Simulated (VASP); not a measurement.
# MnPt3 (Pm-3m) in VASP: single point with LDA

Aim: the single point of MnPt3 with LDA.

Everything below comes from runs of VASP 6.6.1. Logs are shortened: lines on timing, memory, paths and dates and some standing lists are left out, and cuts for length are marked.

### 1 The crystal as given

Symmetry: Pm-3m, No. 221, cubic system. Conventional cell: a = 3.900 Å, b = 3.900 Å, c = 3.900 Å, α = 90.00°, β = 90.00°, γ = 90.00°. Around Mn (site symmetry m-3m) lie 12 Pt at 2.76 Å. Pt (site symmetry 4/mmm) has 4 Mn at 2.76 Å and 8 Pt at 2.76 Å as nearest neighbours.

### 2 Single point, LDA, collinear spin, typed start

Contents of INCAR:

```
PREC = Accurate
ENCUT = 520
EDIFF = 1E-6
ISMEAR = -1
SIGMA = 0.1
LREAL = False
LASPH = True
NELM = 150
ALGO = Normal
ISIF = 2
LWAVE = False
LCHARG = False
ISPIN = 2
MAGMOM = 5.2 0 0 0
LORBIT = 11
LMAXMIX = 4
GGA = CA
NBANDS = 34
```

Contents of KPOINTS:

```
regular mesh
0
Gamma
  6 6 6
```

Contents of POSCAR:

```
MnPt3
1.0
    3.9000000000      0.0000000000      0.0000000000
    0.0000000000      3.9000000000      0.0000000000
    0.0000000000      0.0000000000      3.9000000000
Mn Pt
1 3
Direct
    0.0000000000      0.0000000000      0.0000000000
    0.0000000000      0.5000000000      0.5000000000
    0.5000000000      0.0000000000      0.5000000000
    0.5000000000      0.5000000000      0.0000000000
```

Potentials or basis: VASP PAW LDA potentials, release 64 (Mn_pv, Pt).

The run is started by

```
$ cat potpaw_LDA.64/Mn_pv/POTCAR potpaw_LDA.64/Pt/POTCAR > POTCAR
$ mpirun -np 1 vasp_std > vasp.out
```

OUTCAR:

```text
PREC = Accurate
   ENCUT = 520
   EDIFF = 1E-6
   ISMEAR = -1
   LREAL = False
   LASPH = True
   NELM = 150
   ISIF = 2
   ISPIN = 2
   LORBIT = 11
   GGA = CA

 ion  position               nearest neighbor table
   1  0.000  0.000  0.000-   2 2.76   3 2.76   4 2.76   2 2.76   3 2.76   2 2.76   4 2.76   2 2.76
                             3 2.76   4 2.76   3 2.76   4 2.76
   2  0.000  0.500  0.500-   1 2.76   3 2.76   4 2.76   1 2.76   4 2.76   1 2.76   3 2.76   1 2.76
                             3 2.76   4 2.76   4 2.76   3 2.76
   3  0.500  0.000  0.500-   1 2.76   2 2.76   4 2.76   1 2.76   4 2.76   2 2.76   4 2.76   4 2.76
                             1 2.76   2 2.76   1 2.76   2 2.76
   4  0.500  0.500  0.000-   1 2.76   2 2.76   3 2.76   2 2.76   3 2.76   1 2.76   3 2.76   3 2.76
                             1 2.76   2 2.76   2 2.76   1 2.76

  LATTYP: Found a simple cubic cell.
 ALAT       =     3.9000000000

  Lattice vectors:

 A1 = (   3.9000000000,   0.0000000000,   0.0000000000)
 A2 = (   0.0000000000,   3.9000000000,   0.0000000000)
 A3 = (   0.0000000000,   0.0000000000,   3.9000000000)

Analysis of symmetry for initial positions (statically):
=====================================================================
 Subroutine PRICEL returns:
 Original cell was already a primitive cell.

 Routine SETGRP: Setting up the symmetry group for a
 simple cubic supercell.

 Subroutine GETGRP returns: Found 48 space group operations
 (whereof 48 operations were pure point group operations)
 out of a pool of 48 trial point group operations.

The static configuration has the point symmetry O_h .

Analysis of symmetry for dynamics (positions and initial velocities):
=====================================================================
 Subroutine PRICEL returns:
 Original cell was already a primitive cell.

 Routine SETGRP: Setting up the symmetry group for a
 simple cubic supercell.

 Subroutine GETGRP returns: Found 48 space group operations
 (whereof 48 operations were pure point group operations)
 out of a pool of 48 trial point group operations.

The dynamic configuration has the point symmetry O_h .

Analysis of structural, dynamic, and magnetic symmetry:
=====================================================================
 Subroutine PRICEL returns:
 Original cell was already a primitive cell.

 Routine SETGRP: Setting up the symmetry group for a
 simple cubic supercell.

 Subroutine GETGRP returns: Found 48 space group operations
 (whereof 48 operations were pure point group operations)
 out of a pool of 48 trial point group operations.

The overall configuration has the point symmetry O_h .

 Subroutine INISYM returns: Found 48 space group operations
 (whereof 48 operations are pure point group operations),
 and found     1 'primitive' translations

----------------------------------------------------------------------------------------

                                     Primitive cell

  volume of cell :      59.3190

  direct lattice vectors                    reciprocal lattice vectors
     3.900000000  0.000000000  0.000000000     0.256410256  0.000000000  0.000000000
     0.000000000  3.900000000  0.000000000     0.000000000  0.256410256  0.000000000
     0.000000000  0.000000000  3.900000000     0.000000000  0.000000000  0.256410256

  length of vectors
     3.900000000  3.900000000  3.900000000     0.256410256  0.256410256  0.256410256

  position of ions in fractional coordinates (direct lattice)
     0.000000000  0.000000000  0.000000000
     0.000000000  0.500000000  0.500000000
     0.500000000  0.000000000  0.500000000
     0.500000000  0.500000000  0.000000000

  ion indices of the primitive-cell ions
   primitive index   ion index
                 1           1
                 2           2
                 3           3
                 4           4

----------------------------------------------------------------------------------------

 KPOINTS: regular mesh

Automatic generation of k-mesh.
 Grid dimensions read from file:
 generate k-points for:    6    6    6

 Generating k-lattice:

  Cartesian coordinates                     Fractional coordinates (reciprocal lattice)
     0.042735043  0.000000000  0.000000000     0.166666667  0.000000000  0.000000000
     0.000000000  0.042735043  0.000000000     0.000000000  0.166666667  0.000000000
     0.000000000  0.000000000  0.042735043     0.000000000  0.000000000  0.166666667

  Length of vectors
     0.042735043  0.042735043  0.042735043

  Shift w.r.t. Gamma in fractional coordinates (k-lattice)
     0.000000000  0.000000000  0.000000000

 Subroutine IBZKPT returns following result:
 ===========================================

 Found     20 irreducible k-points:

 Following reciprocal coordinates:
            Coordinates               Weight
  0.000000  0.000000  0.000000      1.000000
  0.166667  0.000000  0.000000      6.000000
  0.333333  0.000000  0.000000      6.000000
  0.500000  0.000000  0.000000      3.000000
  0.166667  0.166667  0.000000     12.000000
  0.333333  0.166667  0.000000     24.000000
[... 12 lines left out ...]
  0.500000  0.500000  0.333333      6.000000
  0.500000  0.500000  0.500000      1.000000
   k-points           NKPTS =     20   k-points in BZ     NKDIM =     20   number of bands    NBANDS=     34
   number of dos      NEDOS =    301   number of ions     NIONS =      4
   total plane-waves  NPLWV =  27000
   dimension x,y,z NGX =    30 NGY =   30 NGZ =   30
   dimension x,y,z NGXF=    60 NGYF=   60 NGZF=   60
   ions per type =               1   3
   NGX,Y,Z   is equivalent  to a cutoff of  12.79, 12.79, 12.79 a.u.
   NGXF,Y,Z  is equivalent  to a cutoff of  25.58, 25.58, 25.58 a.u.
 SYSTEM =  unknown system
   PREC   = accura    normal or accurate (medium, high low for compatibility)
   ISTART =      0    job   : 0-new  1-cont  2-samecut
   ICHARG =      2    charge: 1-file 2-atom 10-const
   ISPIN  =      2    spin polarized calculation?
   LNONCOLLINEAR =      F non collinear calculations
   LSORBIT =      F    spin-orbit coupling
   LASPH  =      T    aspherical Exc in radial PAW
   ENCUT  =  520.0 eV  38.22 Ry    6.18 a.u.   7.25  7.25  7.25*2*pi/ulx,y,z
   NELM   =    150;   NELMIN=  2; NELMDL= -5     # of ELM steps
   EDIFF  = 0.1E-05   stopping-criterion for ELM
   LREAL  =      F    real-space projection
   EDIFFG = 0.1E-04   stopping-criterion for IOM
   NSW    =      0    number of steps for IOM
   IBRION =     -1    ionic relax: 0-MD 1-quasi-New 2-CG
   NFREE  =      0    steps in history (QN), initial steepest desc. (CG)
   ISIF   =      2    stress and relaxation
   ISYM   =      2    0-nonsym 1-usesym 2-fastsym
   POTIM  = 0.5000    time-step for ionic-motion
   TEBEG  =    0.0;   TEEND  =   0.0 temperature during run
   PSTRESS=    0.0 pullay stress
   NELECT =      43.0000    total number of electrons
   NUPDOWN=      -1.0000    fix difference up-down
   EMIN   =  10.00;   EMAX   =-10.00  energy-range for DOS
   EFERMI =   0.00;   METHOD = LEGACY
   ISMEAR =    -1;   SIGMA  =   0.10  broadening in eV -4-tet -1-fermi 0-gaus
   EFERMI_NEDOS =   21; number of points for ismear=-14 and -15
   IALGO  =     38    algorithm
   IMIX   =      4    mixing-type and parameters
     AMIX     =   0.40;   BMIX     =  1.00
     AMIX_MAG =   1.60;   BMIX_MAG =  1.00
  volume/ion in A,a.u.               =      14.83       100.08
  Fermi-wavevector in a.u.,A,eV,Ry     =   1.470617  2.779064 29.425533  2.162716
  Thomas-Fermi vector in A             =   2.585853
   LORBIT       =     11    0 simple, 1 ext, 2 COOP (PROOUT), +10 PAW based schemes
   GGA     = CA    functional components
   LHFCALC =     F    Hartree Fock is set to
   AEXX    =    0.0000 exact exchange contribution
   IVDW    =     0    specifies the selected vdW correction
   LEPSILON=     F    determine dielectric tensor
   LRPA    =     F    only Hartree local field effects (RPA)
 spin polarized calculation
  energy-cutoff  :      520.00
  volume of cell :       59.32
 maximum number of plane-waves:      1628
 NGX is ok and might be reduce to    30
   NGX = 15   NGY = 15   NGZ = 15

 number of electron      42.9999969 magnetization       4.0471691

 Free energy of the ion-electron system (eV)
  ---------------------------------------------------
  ext. energy  EPLUGINS =         0.00000000
  ---------------------------------------------------
  free energy    TOTEN  =       -33.42338084 eV

  energy without entropy =      -33.29884269  energy(sigma->0) =      -33.36111177

 E-fermi :  10.2984     XC(G=0): -13.4542

 val. band max:       10.2720522492   @ k =   0.3333   0.1667   0.0000
 cond. band min:      10.3055523535   @ k =   0.5000   0.1667   0.0000
 fundamental gap:      0.0335001043
 Fermi energy:        10.2983575874

 spin component 1

 k-point     1 :       0.0000    0.0000    0.0000
  band No.  band energies     occupation
      1     -38.9435      1.00000
      2     -38.9435      1.00000
      3     -38.9435      1.00000
      4       0.4918      1.00000
      5       3.2968      1.00000
      6       3.9217      1.00000
[... 25 lines left out ...]
     32      21.2858      0.00000
     33      21.2858      0.00000

 k-point     2 :       0.1667    0.0000    0.0000
  band No.  band energies     occupation
      1     -38.9443      1.00000
      2     -38.9436      1.00000
      3     -38.9436      1.00000
      4       0.8486      1.00000
      5       3.5228      1.00000
      6       4.0215      1.00000
[... 25 lines left out ...]
     32      21.5419      0.00000
     33      21.6838      0.00000
[... 610 lines left out ...]
     32      25.3727      0.00000
     33      25.5303      0.00000

 k-point    20 :       0.5000    0.5000    0.5000
  band No.  band energies     occupation
      1     -38.9449      1.00000
      2     -38.9449      1.00000
      3     -38.9449      1.00000
      4       3.4171      1.00000
      5       3.4171      1.00000
      6       3.4171      1.00000
[... 25 lines left out ...]
     32      25.0641      0.00000
     33      25.2502      0.00000
 Fermi energy:        10.2983575874

 spin component 2

 k-point     1 :       0.0000    0.0000    0.0000
  band No.  band energies     occupation
      1     -35.4134      1.00000
      2     -35.4134      1.00000
      3     -35.4134      1.00000
      4       0.6436      1.00000
      5       3.4260      1.00000
      6       4.2676      1.00000
[... 25 lines left out ...]
     32      21.6870      0.00000
     33      21.6870      0.00000

 k-point     2 :       0.1667    0.0000    0.0000
  band No.  band energies     occupation
      1     -35.4145      1.00000
      2     -35.4136      1.00000
      3     -35.4136      1.00000
      4       1.0000      1.00000
      5       3.6533      1.00000
      6       4.3400      1.00000
[... 25 lines left out ...]
     32      21.9790      0.00000
     33      21.9797      0.00000
[... 610 lines left out ...]
     32      25.5913      0.00000
     33      25.5935      0.00000

 k-point    20 :       0.5000    0.5000    0.5000
  band No.  band energies     occupation
      1     -35.4154      1.00000
      2     -35.4154      1.00000
      3     -35.4154      1.00000
      4       3.6096      1.00000
      5       3.6096      1.00000
      6       3.6096      1.00000
[... 25 lines left out ...]
     32      25.1185      0.00000
     33      25.3490      0.00000
 [bands above 33 left out]

------------------------ aborting loop because EDIFF is reached ----------------------------------------

  FORCE on cell =-STRESS in cart. coord.  units (eV):
  Direction    XX          YY          ZZ          XY          YZ          ZX
  --------------------------------------------------------------------------------------
  -------------------------------------------------------------------------------------
  Total       -3.8181258     -3.8181258     -3.8181258     -0.0000000      0.0000000     -0.0000000
  in kB     -103.1257193   -103.1257193   -103.1257193     -0.0000000      0.0000000     -0.0000000
  external PRESSURE =    -103.1257193 kB  Pullay stress =       0.0000000 kB

 VOLUME and BASIS-vectors are now :
 -----------------------------------------------------------------------------
  energy-cutoff  :      520.00
  volume of cell :       59.32
      direct lattice vectors                 reciprocal lattice vectors
     3.900000000  0.000000000  0.000000000     0.256410256  0.000000000  0.000000000
     0.000000000  3.900000000  0.000000000     0.000000000  0.256410256  0.000000000
     0.000000000  0.000000000  3.900000000     0.000000000  0.000000000  0.256410256

 POSITION                                       TOTAL-FORCE (eV/Angst)
 -----------------------------------------------------------------------------------
      0.00000      0.00000      0.00000         0.000000      0.000000      0.000000
      0.00000      1.95000      1.95000         0.000000      0.000000      0.000000
      1.95000      0.00000      1.95000         0.000000      0.000000      0.000000
      1.95000      1.95000      0.00000         0.000000      0.000000      0.000000
 -----------------------------------------------------------------------------------
    total drift:                                0.000000      0.000000     -0.000000

  FREE ENERGIE OF THE ION-ELECTRON SYSTEM (eV)
  ---------------------------------------------------
  free  energy   TOTEN  =       -33.4233808416 eV

  energy  without entropy=      -33.2988426898  energy(sigma->0) =      -33.36111177

 total charge

# of ion       s       p       d       tot
------------------------------------------
    1        0.294   6.247   4.975  11.516
    2        0.672   0.620   8.051   9.343
    3        0.672   0.620   8.051   9.343
    4        0.672   0.620   8.051   9.343
--------------------------------------------------
tot          2.309   8.109  29.129  39.547

 magnetization (x)

# of ion       s       p       d       tot
------------------------------------------
    1        0.012   0.025   3.530   3.567
    2       -0.016  -0.024   0.152   0.112
    3       -0.016  -0.024   0.152   0.112
    4       -0.016  -0.024   0.152   0.112
--------------------------------------------------
tot         -0.036  -0.046   3.986   3.904
```

It took 57 s on 1 thread of Intel Xeon 6975P-C (Granite Rapids), shared host; peak memory 0.2 GiB.

What came out:

| Property | Result |
| --- | --- |
| Free energy | -33.4234 eV |
| Pressure | -10.3 GPa |
| Band gap on the k mesh | none (metal or under the smearing width) |
| Net moment | 4.05 μB per cell |
| Site moments | Mn +3.57; Pt +0.11 μB |
| Valence electrons inside the program's atomic spheres | Mn 11.52; Pt 9.34 |

The run has no spin-orbit coupling, so splittings on Pt are missing.
